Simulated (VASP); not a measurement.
```xyz
8
Lattice="1.5384 -2.6646 0.0000 1.5384 2.6646 0.0000 0.0000 0.0000 10.0736" Properties=species:S:1:pos:R:3 pbc="T T T"
Si     0.0000     0.0000     0.0030
Si     0.0000     0.0000     5.0397
Si     1.5384    -0.8882     7.5577
Si     1.5384     0.8882     2.5209
C      0.0000     0.0000     8.1884
C      0.0000     0.0000     3.1516
C      1.5384    -0.8882     5.6637
C      1.5384     0.8882     0.6269
```

Computed with r2SCAN meta-GGA, VASP's PBE PAW potentials (set 64) (plane waves; VASP 6.6.1). Run with 520 eV cut-off, 9×9×3 Γ-centred mesh, tetrahedra with Blöchl corrections, potentials Si C.

The cores are frozen, which limits the accuracy of field gradients.

Task: Give the principal components of the electric field gradient (V/Å²) and the asymmetry η at each nucleus.

Result: 
```json
[
 {"atom": "Si1", "Vxx": "-1.9", "Vyy": "-1.9", "Vzz": "3.8", "η": "0.00"},
 {"atom": "Si2", "Vxx": "-1.9", "Vyy": "-1.9", "Vzz": "3.8", "η": "0.00"},
 {"atom": "Si3", "Vxx": "-0.1", "Vyy": "-0.1", "Vzz": "0.2", "η": "-"},
 {"atom": "Si4", "Vxx": "-0.1", "Vyy": "-0.1", "Vzz": "0.2", "η": "-"},
 {"atom": "C5", "Vxx": "-0.2", "Vyy": "-0.2", "Vzz": "0.5", "η": "-"},
 {"atom": "C6", "Vxx": "-0.2", "Vyy": "-0.2", "Vzz": "0.5", "η": "-"},
 {"atom": "C7", "Vxx": "-1.1", "Vyy": "-1.1", "Vzz": "2.2", "η": "0.00"},
 {"atom": "C8", "Vxx": "-1.1", "Vyy": "-1.1", "Vzz": "2.2", "η": "0.00"}
]
```

The compound is SiC in the 4h structure. It was relaxed first.
